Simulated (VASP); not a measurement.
An input for Ansatz (written as the equivalent of a VASP run, and not itself run):

Ansatz 0.2 input:
```yaml
crystal:
  lattice:
    - [0.0000000, 2.9350000, 2.9350000]
    - [2.9350000, 0.0000000, 2.9350000]
    - [2.9350000, 2.9350000, 0.0000000]
  symmetry: { detect: false }
  atoms:
    - { symbol: In, position: [0.0000000, 0.0000000, 0.0000000] }
    - { symbol: P, position: [0.2500000, 0.2500000, 0.2500000] }
kpoints:
  mp_grid: { grid: [7, 7, 7] }
hamiltonian:
  xc: pbe
  pseudopotentials: { kind: paw }
scf:
  occupations: { method: gaussian, width: 0.05 }
  max_iter: 100
output: { forces: true, stress: true, eigenvalues: true }
```

Question: Write the VASP files for the same calculation (PBE).

Answer: One answer among several that fit: 
KPOINTS:
```
Automatic mesh
0
Gamma
7 7 7
0 0 0
```

File POSCAR:
```
InP
1
    0.0000000000     2.9350000000     2.9350000000
    2.9350000000     0.0000000000     2.9350000000
    2.9350000000     2.9350000000     0.0000000000
In P
1 1
Direct
  0.0000000000   0.0000000000   0.0000000000
  0.2500000000   0.2500000000   0.2500000000
```

INCAR:
```
# general
SYSTEM =InP
PREC   =Accurate
ENCUT  =400
LREAL  =.FALSE.
LASPH  =.TRUE.
ISYM   =-1

# electronic loop
EDIFF  =1E-6
NELM   =100
ALGO   =Normal
LMAXMIX=4

# smearing
ISMEAR =0
SIGMA  =0.05

# functional
GGA    =PE

# ions
ISIF   =2

# output
LWAVE  =.FALSE.
LCHARG =.FALSE.
```

POTCAR, in this order: In_d P (PBE.64 set). Program: vasp_std.

The two are equivalent in intent, not identical: each code has its own PAW files, so the cut-off isn't converted (ENCUT is set for VASP's; basis.ecutwfc is left out, and Ansatz then takes the one that its files recommend); Ansatz stops its SCF on the density residual and VASP on the energy change (EDIFF).

The compound is InP in the zinc blende structure. The cell was not relaxed at this level. The run is one of a series of settings (ISYM = -1 against the base run), some of them coarse on purpose.
